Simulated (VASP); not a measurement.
Method: SCAN meta-GGA, VASP's PBE PAW potentials (set 64) (plane waves; VASP).

VASP ran on this input.

### POSCAR
```
Mg
1
    1.5935558708    -2.7601201771     0.0000000000
    1.5935558708     2.7601201771     0.0000000000
    0.0000000000     0.0000000000     5.0962689601
Mg
2
Direct
  0.3333330000   0.6666670000   0.2500000000
  0.6666670000   0.3333330000   0.7500000000
```

KPOINTS:
```
Automatic mesh
0
Gamma
15 15 8
0 0 0
```

INCAR:
```
# general
SYSTEM  = Mg
PREC    = Accurate
ENCUT   = 520
LREAL   = .False.
LASPH   = .True.

# electronic loop
EDIFF   = 1E-7
NELM    = 100
ALGO    = Normal
LMIXTAU = .True.

# smearing
ISMEAR  = -5

# functional
METAGGA = SCAN

# ions
ISIF    = 2

# output
LWAVE   = .False.
LCHARG  = .False.
LORBIT  = 11
NEDOS   = 601
```

**KPOINTS_OPT**
```
k-points along high-symmetry lines
6
Line-mode
Reciprocal
  0.000000   0.000000   0.000000 ! GAMMA
 -0.000000   0.500000   0.000000 ! M

 -0.000000   0.500000   0.000000 ! M
 -0.333333   0.666667   0.000000 ! K

 -0.333333   0.666667   0.000000 ! K
  0.000000   0.000000   0.000000 ! GAMMA

  0.000000   0.000000   0.000000 ! GAMMA
  0.000000   0.000000   0.500000 ! A

  0.000000   0.000000   0.500000 ! A
 -0.000000   0.500000   0.500000 ! L

 -0.000000   0.500000   0.500000 ! L
 -0.333333   0.666667   0.500000 ! H

 -0.333333   0.666667   0.500000 ! H
  0.000000   0.000000   0.500000 ! A

 -0.000000   0.500000   0.500000 ! L
 -0.000000   0.500000   0.000000 ! M

 -0.333333   0.666667   0.500000 ! H
 -0.333333   0.666667   0.000000 ! K
```

POTCAR, in this order: Mg (PBE.64 set). Program: vasp_std.

Output of the run:

**OSZICAR**
```
       N       E                     dE             d eps       ncg     rms          rms(c)
DAV:   1    -0.699090817148E+01   -0.69909E+01   -0.13657E+03  1620   0.495E+02
DAV:   2    -0.999199577196E+01   -0.30011E+01   -0.29581E+01  2196   0.301E+01
DAV:   3    -0.100117800368E+02   -0.19784E-01   -0.20283E-01  2292   0.343E+00
DAV:   4    -0.100118527123E+02   -0.72676E-04   -0.74127E-04  2214   0.178E-01
DAV:   5    -0.100118530413E+02   -0.32898E-06   -0.33155E-06  2250   0.996E-03    0.966E-01
DAV:   6    -0.992740872592E+01    0.84444E-01   -0.65475E-02  1740   0.229E+00    0.662E-01
DAV:   7    -0.100111597049E+02   -0.83751E-01   -0.31870E-01  1626   0.559E+00    0.186E-01
DAV:   8    -0.994360079440E+01    0.67559E-01   -0.96374E-02  1644   0.274E+00    0.102E-01
DAV:   9    -0.993196868106E+01    0.11632E-01   -0.13061E-01  1698   0.240E+00    0.105E-01
DAV:  10    -0.993224928718E+01   -0.28061E-03   -0.18946E-02  1740   0.118E+00    0.592E-02
DAV:  11    -0.993455227757E+01   -0.23030E-02   -0.41699E-02  1668   0.150E+00    0.106E-01
DAV:  12    -0.993188022952E+01    0.26720E-02   -0.24471E-02  1650   0.109E+00    0.446E-02
DAV:  13    -0.993358169923E+01   -0.17015E-02   -0.85847E-03  1656   0.876E-01    0.508E-02
DAV:  14    -0.993388125909E+01   -0.29956E-03   -0.70992E-04  2064   0.199E-01    0.547E-02
DAV:  15    -0.993368763228E+01    0.19363E-03   -0.13565E-03  1674   0.332E-01    0.484E-02
DAV:  16    -0.993273022061E+01    0.95741E-03   -0.57494E-03  1644   0.749E-01    0.400E-02
DAV:  17    -0.993288642182E+01   -0.15620E-03   -0.11321E-03  1938   0.288E-01    0.352E-02
DAV:  18    -0.993200189539E+01    0.88453E-03   -0.21661E-03  1638   0.354E-01    0.143E-02
DAV:  19    -0.993177259083E+01    0.22930E-03   -0.67203E-04  1698   0.242E-01    0.543E-03
DAV:  20    -0.993178658186E+01   -0.13991E-04   -0.38462E-05  1776   0.890E-02    0.531E-03
DAV:  21    -0.993180250447E+01   -0.15923E-04   -0.31553E-05  1758   0.568E-02    0.398E-03
DAV:  22    -0.993177446542E+01    0.28039E-04   -0.38842E-05  1698   0.737E-02    0.243E-03
DAV:  23    -0.993177698152E+01   -0.25161E-05   -0.13959E-04  1644   0.134E-01    0.422E-03
DAV:  24    -0.993177740959E+01   -0.42808E-06   -0.10112E-05  1722   0.487E-02    0.283E-03
DAV:  25    -0.993178375081E+01   -0.63412E-05   -0.52327E-05  1650   0.648E-02    0.987E-04
DAV:  26    -0.993179284942E+01   -0.90986E-05   -0.67159E-06  1668   0.387E-02    0.153E-03
DAV:  27    -0.993179029825E+01    0.25512E-05   -0.33589E-06  1734   0.165E-02    0.824E-04
DAV:  28    -0.993178767651E+01    0.26217E-05   -0.25672E-06  1674   0.143E-02    0.210E-04
DAV:  29    -0.993178742436E+01    0.25215E-06   -0.24017E-07  1872   0.656E-03    0.123E-04
DAV:  30    -0.993178870310E+01   -0.12787E-05   -0.78335E-08  1650   0.437E-03    0.969E-05
DAV:  31    -0.993178872220E+01   -0.19097E-07   -0.31622E-08   918   0.266E-03
   1 F= -.99317887E+01 E0= -.99317887E+01  d E =0.000000E+00
       N       E                     dE             ncg
```

### OUTCAR
```
------------------------ aborting loop because EDIFF is reached ----------------------------------------
  FORCE on cell =-STRESS in cart. coord.  units (eV):
  Direction    XX          YY          ZZ          XY          YZ          ZX
  --------------------------------------------------------------------------------------
  Total       -0.0757331     -0.0757331      0.0987188      0.0000000      0.0000000      0.0000000
  in kB       -2.7065670     -2.7065679      3.5280330      0.0000000      0.0000000      0.0000000
  external PRESSURE =      -0.6283673 kB  Pullay stress =       0.0000000 kB
  volume of cell :       44.83
      direct lattice vectors                 reciprocal lattice vectors
     1.593555871 -2.760120177  0.000000000     0.313763709 -0.181151533  0.000000000
     1.593555871  2.760120177  0.000000000     0.313763709  0.181151533  0.000000000
     0.000000000  0.000000000  5.096268960     0.000000000  0.000000000  0.196221983
 POSITION                                       TOTAL-FORCE (eV/Angst)
 -----------------------------------------------------------------------------------
      1.59356      0.92004      1.27407         0.000000     -0.000000      0.000000
      1.59356     -0.92004      3.82220         0.000000      0.000000      0.000000
 -----------------------------------------------------------------------------------
    total drift:                               -0.000000     -0.000007      0.000001
  FREE ENERGIE OF THE ION-ELECTRON SYSTEM (eV)
  ---------------------------------------------------
  free  energy   TOTEN  =        -9.9317887222 eV

  energy  without entropy=       -9.9317887222  energy(sigma->0) =       -9.93178872

 total charge

# of ion       s       p       d       tot
------------------------------------------
    1        0.199   0.136   0.011   0.346
    2        0.199   0.136   0.011   0.346
--------------------------------------------------
tot          0.397   0.272   0.022   0.692
```
(Selected blocks of OUTCAR.)

OUTCAR:
```
 val. band max:        2.8186483909   @ k =   0.3333   0.3333   0.5000

 cond. band min:       2.4053129949   @ k =   0.3333   0.3333   0.2500


 Fermi energy:         2.7875032622

 k-point     1 :       0.0000    0.0000    0.0000
  band No.  band energies     occupation
      1      -4.5502      2.00000
      2       1.0675      2.00000
      3       1.6012      2.30705
      4      14.1494      0.00000
      5      14.1494      0.00000
      6      14.3990      0.00000

 k-point     2 :       0.0667    0.0000    0.0000
  band No.  band energies     occupation
      1      -4.4589      2.00000
      2       1.1507      2.00000
      3       1.6890      2.28243
      4      12.3278      0.00000
      5      13.1944      0.00000
      6      14.0025      0.00000

 k-point     3 :       0.1333    0.0000    0.0000
  band No.  band energies     occupation
      1      -4.1853      2.00000
      2       1.4003      2.00000
      3       1.9495      2.10340
      4      10.1831      0.00000
      5      12.2763      0.00000
      6      12.9746      0.00000

 k-point     4 :       0.2000    0.0000    0.0000
  band No.  band energies     occupation
      1      -3.7311      2.00000
      2       1.8167      2.00000
      3       2.3726      1.38545
      4       8.1429      0.00000
      5      11.5106      0.00000
      6      11.9062      0.00000

 k-point     5 :       0.2667    0.0000    0.0000
  band No.  band energies     occupation
      1      -3.0990      2.00000
      2       2.4003      1.99416
      3       2.9232      0.09553
      4       6.2779      0.00000
      5      10.7985      0.00000
      6      10.8989      0.00000

 k-point     6 :       0.3333    0.0000    0.0000
  band No.  band energies     occupation
      1      -2.2925      2.00000
      2       3.1513      0.70016
      3       3.3459      0.00000
      4       4.8478      0.00000
      5       9.4622      0.00000
      6       9.6066      0.00000
...
```

For a metal the tetrahedron method with Blöchl corrections gives inexact stress and forces.

The compound is Mg in the hcp structure. It was relaxed first.
